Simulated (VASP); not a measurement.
# Lu: relaxation of shape and atoms at fixed volume with PBEsol

Crystal: Lu.

```xyz
2
Lattice="3.4517 0.0000 0.0000 -1.7259 2.9893 0.0000 0.0000 0.0000 5.3590" Properties=species:S:1:pos:R:3 pbc="T T T"
Lu    0.0000    1.9929    1.3397
Lu    1.7259    0.9964    4.0192
```

* Program: VASP 6.6.1
* Task: relaxation of shape and atoms at fixed volume
* Functional: PBEsol
* Potentials or basis: VASP PAW PBE potentials, release 64 (Lu)
* Cutoff: 600 eV
* k mesh: 12 × 12 × 7
* Occupations: methfessel-paxton, width 0.1 eV
* Spin: no spin polarisation
* Further INCAR settings: ALGO = Normal; EDIFF = 1e-07; IBRION = 2; EDIFFG = -0.01; NSW = 40; ISIF = 4

* Pressure after relaxing: 0.0 GPa
* Band gap on the k mesh: none (metal or under the smearing width)

Final structure:
```
CELL_PARAMETERS angstrom
3.45172 0.00000 0.00000
-1.72586 2.98928 0.00000
0.00000 0.00000 5.35898
ATOMIC_POSITIONS crystal
Lu 0.33333 0.66667 0.25000
Lu 0.66667 0.33333 0.75000
```

Levels at points of the mesh, in eV from the Fermi level:
```tsv
k point	band 23	band 24	band 25	band 26	band 27	band 28
(0.00, 0.00, 0.00)	-4.74	-2.49	0.90	2.19	2.19	2.71
(0.50, 0.00, 0.00)	-2.40	-1.49	-0.92	-0.32	1.71	1.82
```

Wall time 73 s on 1 thread of Intel(R) Xeon(R) 6975P-C (Granite Rapids), with other jobs on the host, peak memory 0.28 GiB.

Caveat: the relaxation stopped at its first step, so nothing moved; the PAW data sets were made with another functional, which shifts forces and pressure a little. The run has no spin-orbit coupling, so splittings on Lu are missing.
